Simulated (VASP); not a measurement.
MgO:

```xyz
2
Lattice="0.0000 2.1220 2.1220 2.1220 0.0000 2.1220 2.1220 2.1220 0.0000" Properties=species:S:1:pos:R:3 pbc="T T T"
Mg    2.1220    2.1220    4.2441
O     2.1220    2.1220    2.1220
```

The cell is a database's computed one.

Base run:

```yaml
Program: VASP 6.6.1
Functional: r2SCAN
Potentials_or_basis: VASP PAW PBE potentials, release 64 (Mg, O)
Cutoff: 450 eV
k_mesh: 14 × 14 × 14
Occupations: gaussian, width 0.02 eV
Spin: no spin polarisation
```

Its results: band gap on the k mesh 5.38 eV, direct.

Task: After a change of settings the same cell gave: band gap on the k mesh 4.44 eV, direct. Which change was it?
A. functional from r2SCAN to LDA; potentials or basis from VASP PAW PBE potentials, release 64 (Mg, O) to VASP PAW LDA potentials, release 64 (Mg, O)
B. functional from r2SCAN to PBE0; k mesh from 14 × 14 × 14 to 10 × 10 × 10
C. functional from r2SCAN to HSE06; k mesh from 14 × 14 × 14 to 10 × 10 × 10

Result: A.
